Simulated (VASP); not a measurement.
# MgCd3Te4 (Amm2) in VASP: a series of runs

The runs below take MgCd3Te4 through relaxation of cell and atoms, with PBE.

Everything below comes from runs of VASP 6.6.1. Logs are shortened: lines on timing, memory, paths and dates and some standing lists are left out, and cuts for length are marked.

### 1 The structure

It takes space group Amm2 (No. 38, orthorhombic). The conventional cell has a = 4.542 Å, b = 9.084 Å, c = 12.847 Å, α = 90.00°, β = 90.00°, γ = 90.00°. Around Mg (site symmetry mm2) lie 4 Te at 2.78 Å. Cd (site symmetry m) has 4 Te at 2.78 Å as nearest neighbours. Cd (site symmetry mm2) is surrounded by 4 Te at 2.78 Å. Around Te (site symmetry m) lie 1 Mg at 2.78 Å and 3 Cd at 2.78 Å. Te (site symmetry mm2) is surrounded by 4 Cd at 2.78 Å. Around Te (site symmetry mm2) lie 2 Mg at 2.78 Å and 2 Cd at 2.78 Å.

The cell was built by a generator and needn't be a form met in nature.

### 2 Relaxation of cell and atoms, PBE

INCAR

```
  PREC = Accurate
  ENCUT = 600
  EDIFF = 1E-6
  ISMEAR = 0
  SIGMA = 0.03
  LREAL = F
  LASPH = T
  NELM = 80
  ALGO = Normal
  ISIF = 3
  LWAVE = F
  LCHARG = F
  GGA = PE
  IBRION = 2
  NSW = 90
  EDIFFG = -0.01
  KPAR = 4
```

KPOINTS

```
Automatic mesh
0
Gamma
  4 4 4
```

POSCAR

```
MgCd3Te4
1.0
   -6.4234994100      6.4234994100      0.0000000000
   -6.4234994100      0.0000000000      6.4234994100
    0.0000000000      6.4234994100      6.4234994100
Mg Cd Te
2 6 8
Direct
    0.0000000000      0.0000000000      0.0000000000
    0.5000000000      0.0000000000      0.0000000000
    0.0000000000      0.5000000000      0.0000000000
    0.0000000000      0.0000000000      0.5000000000
    0.5000000000      0.5000000000      0.0000000000
    0.5000000000      0.0000000000      0.5000000000
    0.0000000000      0.5000000000      0.5000000000
    0.5000000000      0.5000000000      0.5000000000
    0.8750000000      0.8750000000      0.3750000000
    0.3750000000      0.8750000000      0.3750000000
    0.8750000000      0.3750000000      0.3750000000
    0.8750000000      0.8750000000      0.8750000000
    0.3750000000      0.3750000000      0.3750000000
    0.3750000000      0.8750000000      0.8750000000
    0.8750000000      0.3750000000      0.8750000000
    0.3750000000      0.3750000000      0.8750000000
```

Potentials or basis: VASP PAW PBE potentials, release 64 (Mg, Cd, Te).

The run is started by

```bash
$ cat potpaw_PBE.64/Mg/POTCAR potpaw_PBE.64/Cd/POTCAR potpaw_PBE.64/Te/POTCAR > POTCAR
$ mpirun -np 4 vasp_std > vasp.out
```

OUTCAR:

```text
PREC = Accurate
   ENCUT = 600
   EDIFF = 1E-6
   ISMEAR = 0
   LREAL = F
   LASPH = T
   NELM = 80
   ISIF = 3
   GGA = PE
   IBRION = 2
   NSW = 90
   EDIFFG = -0.01

 ion  position               nearest neighbor table
   1  0.000  0.000  0.000-   9 2.78  12 2.78  14 2.78  15 2.78
   2  0.500  0.000  0.000-  10 2.78  12 2.78  14 2.78  16 2.78
   3  0.000  0.500  0.000-  11 2.78  12 2.78  15 2.78  16 2.78
   4  0.000  0.000  0.500-   9 2.78  10 2.78  11 2.78  12 2.78
   5  0.500  0.500  0.000-  13 2.78  14 2.78  15 2.78  16 2.78
   6  0.500  0.000  0.500-   9 2.78  10 2.78  13 2.78  14 2.78
[... 8 lines left out ...]
  15  0.875  0.375  0.875-   1 2.78   3 2.78   5 2.78   7 2.78
  16  0.375  0.375  0.875-   2 2.78   3 2.78   5 2.78   8 2.78

  LATTYP: Found a face centered cubic cell.
 ALAT       =    12.8469988200

  Lattice vectors:

 A1 = (  -6.4234994100,   6.4234994100,   0.0000000000)
 A2 = (  -6.4234994100,   0.0000000000,   6.4234994100)
 A3 = (   0.0000000000,   6.4234994100,   6.4234994100)

Analysis of symmetry for initial positions (statically):
=====================================================================
 Subroutine PRICEL returns following result:

  LATTYP: Found a base centered orthorhombic cell.
 ALAT       =     9.0841999835
 B/A-ratio  =     1.4142135624
 C/A-ratio  =     0.5000000000

  Lattice vectors:

 A1 = (  -3.2117497050,  -3.2117497050,  -6.4234994100)
 A2 = (  -3.2117497050,  -3.2117497050,   6.4234994100)
 A3 = (  -3.2117497050,   3.2117497050,   0.0000000000)

   2 primitive cells build up your supercell.

 Routine SETGRP: Setting up the symmetry group for a
 face centered cubic supercell.

 Subroutine GETGRP returns: Found  4 space group operations
 (whereof  4 operations were pure point group operations)
 out of a pool of 48 trial point group operations.

The static configuration has the point symmetry C_2v.

Analysis of symmetry for dynamics (positions and initial velocities):
=====================================================================
 Subroutine PRICEL returns following result:

  LATTYP: Found a base centered orthorhombic cell.
 ALAT       =     9.0841999835
 B/A-ratio  =     1.4142135624
 C/A-ratio  =     0.5000000000

  Lattice vectors:

 A1 = (  -3.2117497050,  -3.2117497050,  -6.4234994100)
 A2 = (  -3.2117497050,  -3.2117497050,   6.4234994100)
 A3 = (  -3.2117497050,   3.2117497050,   0.0000000000)

[... 115 lines left out ...]
   LREAL  =      F    real-space projection
   EDIFFG = -.1E-01   stopping-criterion for IOM
   NSW    =     90    number of steps for IOM
   IBRION =      2    ionic relax: 0-MD 1-quasi-New 2-CG
   NFREE  =      1    steps in history (QN), initial steepest desc. (CG)
   ISIF   =      3    stress and relaxation
   ISYM   =      2    0-nonsym 1-usesym 2-fastsym
   POTIM  = 0.5000    time-step for ionic-motion
   TEBEG  =    0.0;   TEEND  =   0.0 temperature during run
   PSTRESS=    0.0 pullay stress
   NELECT =     124.0000    total number of electrons
   NUPDOWN=      -1.0000    fix difference up-down
   EMIN   =  10.00;   EMAX   =-10.00  energy-range for DOS
   EFERMI =   0.00;   METHOD = LEGACY
   ISMEAR =     0;   SIGMA  =   0.03  broadening in eV -4-tet -1-fermi 0-gaus
   EFERMI_NEDOS =   21; number of points for ismear=-14 and -15
   IALGO  =     38    algorithm
   IMIX   =      4    mixing-type and parameters
     AMIX     =   0.40;   BMIX     =  1.00
     AMIX_MAG =   1.60;   BMIX_MAG =  1.00
  volume/ion in A,a.u.               =      33.13       223.57
  Fermi-wavevector in a.u.,A,eV,Ry     =   1.008712  1.906189 13.843917  1.017499
  Thomas-Fermi vector in A             =   2.141595
   LORBIT       =      0    0 simple, 1 ext, 2 COOP (PROOUT), +10 PAW based schemes
   GGA     = PE    functional components
   LHFCALC =     F    Hartree Fock is set to
   AEXX    =    0.0000 exact exchange contribution
   IVDW    =     0    specifies the selected vdW correction
   LEPSILON=     F    determine dielectric tensor
   LRPA    =     F    only Hartree local field effects (RPA)
 conjugate gradient relaxation of ions
 non-spin polarized calculation
 Gauss-broadening in eV      SIGMA  =   0.03
  energy-cutoff  :      600.00
  volume of cell :      530.08
 maximum number of plane-waves:     17742
 NGX is ok and might be reduce to    80
   NGX = 37   NGY = 37   NGZ = 37

--------------------------------------- Ionic step        1  -------------------------------------------

 number of electron     124.0000008 magnetization

 Free energy of the ion-electron system (eV)
  ---------------------------------------------------
  ext. energy  EPLUGINS =         0.00000000
  ---------------------------------------------------
  free energy    TOTEN  =       -41.18324637 eV

  energy without entropy =      -41.18324637  energy(sigma->0) =      -41.18324637

------------------------ aborting loop because EDIFF is reached ----------------------------------------

  FORCE on cell =-STRESS in cart. coord.  units (eV):
  Direction    XX          YY          ZZ          XY          YZ          ZX
  --------------------------------------------------------------------------------------
  -------------------------------------------------------------------------------------
  Total       11.1595517     11.1595517     11.1275432     -0.0031851      0.0000000      0.0000000
  in kB       33.7296838     33.7296838     33.6329382     -0.0096269      0.0000000      0.0000000
  external PRESSURE =      33.6974353 kB  Pullay stress =       0.0000000 kB
[... 131 lines left out ...]
  FREE ENERGIE OF THE ION-ELECTRON SYSTEM (eV)
  ---------------------------------------------------
  free  energy   TOTEN  =       -41.6284659149 eV

  energy  without entropy=      -41.6284659149  energy(sigma->0) =      -41.62846591

[... ionic steps 4 to 7 ...]

--------------------------------------- Ionic step        8  -------------------------------------------

 number of electron     124.0000001 magnetization

------------------------ aborting loop because EDIFF is reached ----------------------------------------
[... 95 lines left out ...]
--------------------------------------- Ionic step       10  -------------------------------------------

 number of electron     124.0000002 magnetization

 Free energy of the ion-electron system (eV)
  ---------------------------------------------------
  ext. energy  EPLUGINS =         0.00000000
  ---------------------------------------------------
  free energy    TOTEN  =       -41.64023172 eV

  energy without entropy =      -41.64023172  energy(sigma->0) =      -41.64023172

 E-fermi :   1.9286     XC(G=0):  -8.1741

 val. band max:        1.8023600508   @ k =   0.0000   0.0000   0.0000
 cond. band min:       2.7224328583   @ k =   0.0000   0.0000   0.0000
 fundamental gap:      0.9200728075
 Fermi energy:         1.9285731537

 k-point     1 :       0.0000    0.0000    0.0000
  band No.  band energies     occupation
      1      -8.8842      2.00000
      2      -8.5475      2.00000
      3      -8.5372      2.00000
      4      -8.5093      2.00000
      5      -8.4838      2.00000
      6      -8.3779      2.00000
[... 1418 lines left out ...]
  FREE ENERGIE OF THE ION-ELECTRON SYSTEM (eV)
  ---------------------------------------------------
  free  energy   TOTEN  =       -41.6402317179 eV

  energy  without entropy=      -41.6402317179  energy(sigma->0) =      -41.64023172

 reached required accuracy - stopping structural energy minimisation
```

Wall time 26 min (4 MPI ranks of Intel Xeon 6975P-C (Granite Rapids), shared host); peak memory 1.6 GiB.

Results:

* Free energy: -41.6402 eV
* Relaxed volume: 35.83 Å³/atom
* Relaxed cell: a = 9.332 Å, b = 9.323 Å, c = 9.323 Å, α = 60.00°, β = 59.97°, γ = 59.97°
* Space group after relaxing (to 0.05 Å): Amm2 (No. 38)
* Energy gained by relaxing: 28.6 meV/atom
* Ionic steps: 10
* Pressure after relaxing: 0.0 GPa
* Largest force after relaxing: 0.005 eV/Å
* Band gap on the k mesh: 0.92 eV

Forces in eV/Å, atoms in the order of the input:
```
Mg   0.000  0.000 -0.002
Mg   0.000  0.000 -0.002
Cd   0.000  0.000  0.000
Cd   0.000  0.000  0.000
Cd   0.000  0.000  0.000
Cd   0.000  0.000  0.000
Cd   0.000  0.000  0.001
Cd   0.000  0.000  0.001
Te  -0.003 -0.003  0.002
Te  -0.003 -0.003  0.002
Te   0.000  0.000 -0.003
Te   0.000  0.000  0.001
Te   0.000  0.000 -0.003
Te   0.000  0.000  0.001
Te   0.003  0.003  0.002
Te   0.003  0.003  0.002
```

Step by step:
| step | energy change (eV) | largest force (eV/Å) | pressure (GPa) | volume (Å³) |
| --- | --- | --- | --- | --- |
| 1 | 0.0000 | 0.3655 | 3.37 | 530.08 |
| 2 | -0.4237 | 0.1254 | -0.66 | 585.36 |
| 3 | -0.4452 | 0.1623 | -0.03 | 574.41 |
| 4 | -0.4451 | 0.1591 | -0.07 | 575.32 |
| 5 | -0.4506 | 0.1116 | -0.07 | 574.96 |
| 6 | -0.4563 | 0.0303 | -0.04 | 574.12 |
| 7 | -0.4564 | 0.0304 | -0.04 | 574.03 |
| 8 | -0.4568 | 0.0176 | 0.03 | 573.03 |
| 9 | -0.4568 | 0.0151 | 0.04 | 572.81 |
| 10 | -0.4570 | 0.0051 | 0.01 | 573.32 |

Final structure:
```yaml
crystal:
  lattice:
    - [-6.59857, 6.59857, 0.00000]
    - [-6.59568, 0.00289, 6.58939]
    - [-0.00289, 6.59568, 6.58939]
  atoms:
    - { symbol: Mg, position: [0.00077, 0.99923, 0.99923] }
    - { symbol: Mg, position: [0.50077, 0.99923, 0.99923] }
    - { symbol: Cd, position: [0.00005, 0.50113, 0.99878] }
    - { symbol: Cd, position: [0.00005, 0.99878, 0.50113] }
    - { symbol: Cd, position: [0.50005, 0.50113, 0.99878] }
    - { symbol: Cd, position: [0.50005, 0.99878, 0.50113] }
    - { symbol: Cd, position: [0.99941, 0.50059, 0.50059] }
    - { symbol: Cd, position: [0.49941, 0.50059, 0.50059] }
    - { symbol: Te, position: [0.87646, 0.87660, 0.37048] }
    - { symbol: Te, position: [0.37646, 0.87660, 0.37048] }
    - { symbol: Te, position: [0.87495, 0.37505, 0.37505] }
    - { symbol: Te, position: [0.87186, 0.87814, 0.87814] }
    - { symbol: Te, position: [0.37495, 0.37505, 0.37505] }
    - { symbol: Te, position: [0.37186, 0.87814, 0.87814] }
    - { symbol: Te, position: [0.87646, 0.37048, 0.87660] }
    - { symbol: Te, position: [0.37646, 0.37048, 0.87660] }
```

Levels at points of the mesh, in eV from the valence-band top:
```tsv
k point	band 60	band 61	band 62	band 63	band 64	band 65
(0.00, 0.00, 0.00)	-0.02	-0.02	0.00	0.92	1.83	1.84
(0.50, 0.00, 0.00)	-0.36	-0.36	-0.36	2.15	2.15	2.93
(0.00, 0.50, 0.00)	-0.46	-0.26	-0.25	2.03	2.26	2.79
(0.50, 0.50, 0.00)	-0.69	-0.61	-0.61	2.96	2.96	3.10
(0.00, 0.50, 0.50)	-0.67	-0.62	-0.62	2.91	3.01	3.14
```

Caveat: spin-orbit coupling is left out, which moves the levels of the heavy elements.

### 3 Relaxation of cell and atoms, PBE

This run uses another cell than the first one, of 35.83 Å³/atom, 1.082 times its volume.

INCAR: that of step 2 with these lines changed.

```diff
@@ -2,3 +2,3 @@
   ENCUT = 600
-  EDIFF = 1E-6
+  EDIFF = 1E-7
   ISMEAR = 0
@@ -15,3 +15,3 @@
   NSW = 90
-  EDIFFG = -0.01
+  EDIFFG = -0.005
   KPAR = 4
```

KPOINTS is that of step 2.

POSCAR

```
MgCd3Te4                                
1.0
   -6.5985694292      6.5985694292      0.0000000000
   -6.5956810727      0.0028883564      6.5893867619
   -0.0028883564      6.5956810727      6.5893867619
  Mg              Cd              Te            
     2     6     8
Direct
     0.0007662588829238    0.9992337411170762    0.9992337411170762
     0.5007662588829238    0.9992337411170762    0.9992337411170762
     0.0000472820938352    0.5011255770794905    0.9987798587328393
     0.0000472820938352    0.9987798587328393    0.5011255770794905
     0.5000472820938352    0.5011255770794905    0.9987798587328393
     0.5000472820938352    0.9987798587328393    0.5011255770794905
     0.9994089977031964    0.5005910022968036    0.5005910022968036
     0.4994089977031964    0.5005910022968036    0.5005910022968036
     0.8764615138285519    0.8765981784880585    0.3704787938548376
     0.3764615138285520    0.8765981784880585    0.3704787938548376
     0.8749513400525983    0.3750486599474014    0.3750486599474014
     0.8718558115165068    0.8781441884834932    0.8781441884834932
     0.3749513400525986    0.3750486599474014    0.3750486599474014
     0.3718558115165070    0.8781441884834932    0.8781441884834932
     0.8764615138285519    0.3704787938548376    0.8765981784880585
     0.3764615138285520    0.3704787938548376    0.8765981784880585
```

Potentials or basis: VASP PAW PBE potentials, release 64 (Mg, Cd, Te).

The run is started by

```bash
$ cat potpaw_PBE.64/Mg/POTCAR potpaw_PBE.64/Cd/POTCAR potpaw_PBE.64/Te/POTCAR > POTCAR
$ mpirun -np 4 vasp_std > vasp.out
```

Wall time 7.7 min (4 MPI ranks of Intel Xeon 6975P-C (Granite Rapids), shared host); peak memory 1.5 GiB.

The run converged. Its results:

```yaml
Free_energy: -41.6476 eV
Energy_gained_by_relaxing: 0.0 meV/atom
Ionic_steps: 2
Pressure_after_relaxing: 0.0 GPa
Largest_force_after_relaxing: 0.004 eV/Å
Band_gap_on_the_k_mesh: 0.92 eV
```

Forces on the atoms (eV/Å):
```
Mg   0.000  0.000 -0.002
Mg   0.000  0.000 -0.002
Cd   0.000  0.000 -0.001
Cd   0.000  0.000 -0.001
Cd   0.000  0.000 -0.001
Cd   0.000  0.000 -0.001
Cd   0.000  0.000  0.001
Cd   0.000  0.000  0.001
Te  -0.002 -0.002  0.001
Te  -0.002 -0.002  0.001
Te   0.000  0.000 -0.002
Te   0.000  0.000  0.001
Te   0.000  0.000 -0.002
Te   0.000  0.000  0.001
Te   0.002  0.002  0.001
Te   0.002  0.002  0.001
```

Final structure:
```
Mg Cd Te
1.0
    -6.59889    6.59889    0.00000
    -6.59589    0.00301    6.58936
    -0.00301    6.59589    6.58936
Mg Cd Te
2 6 8
Direct
  0.00077 0.99923 0.99923
  0.50077 0.99923 0.99923
  0.00005 0.50112 0.99878
  0.00005 0.99878 0.50112
  0.50005 0.50112 0.99878
  0.50005 0.99878 0.50112
  0.99941 0.50059 0.50059
  0.49941 0.50059 0.50059
  0.87646 0.87663 0.37046
  0.37646 0.87663 0.37046
  0.87496 0.37504 0.37504
  0.87185 0.87815 0.87815
  0.37496 0.37504 0.37504
  0.37185 0.87815 0.87815
  0.87646 0.37046 0.87663
  0.37646 0.37046 0.87663
```

Levels at points of the mesh, in eV from the valence-band top:
| k point | band 59 | band 60 | band 61 | band 62 | band 63 | band 64 | band 65 | band 66 |
| --- | --- | --- | --- | --- | --- | --- | --- | --- |
| (0.00, 0.00, 0.00) | -0.58 | -0.02 | -0.02 | 0.00 | 0.92 | 1.83 | 1.84 | 2.14 |
| (0.50, 0.00, 0.00) | -0.36 | -0.36 | -0.36 | -0.36 | 2.15 | 2.15 | 2.93 | 2.93 |
| (0.00, 0.50, 0.00) | -0.49 | -0.47 | -0.26 | -0.25 | 2.03 | 2.26 | 2.79 | 3.05 |
| (0.50, 0.50, 0.00) | -0.69 | -0.69 | -0.61 | -0.61 | 2.96 | 2.96 | 3.10 | 3.10 |
| (0.00, 0.50, 0.50) | -0.73 | -0.67 | -0.62 | -0.62 | 2.91 | 3.01 | 3.14 | 3.15 |

Caveat: spin-orbit coupling is left out, which moves the levels of the heavy elements. A hybrid or GW would open this gap; PBE tends to underestimate it.
